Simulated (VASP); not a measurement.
Given:

```yaml
crystal:
  lattice:
    - [0.00000, 3.27804, 3.27804]
    - [3.27804, 0.00000, 3.27804]
    - [3.27804, 3.27804, 0.00000]
  atoms:
    - { symbol: K, position: [0.00000, 0.00000, 0.00000] }
    - { symbol: Cl, position: [0.50000, 0.50000, 0.50000] }
```

Method: revPBE GGA, VASP's PBE PAW potentials (set 64) (plane waves; VASP 6.6.1). Settings: 520 eV cut-off, Gaussian smearing of 0.050 eV, potentials K_sv Cl.

Task: Estimate the band gap (along the path) with the smallest direct gap where there is one.

Result: 
```json
{
 "band gap (along the path)": "5.10 eV",
 "smallest direct gap (along the path)": "5.10 eV"
}
```

The compound is KCl in the rock salt structure. It was relaxed first, which changed the volume by +13 %.
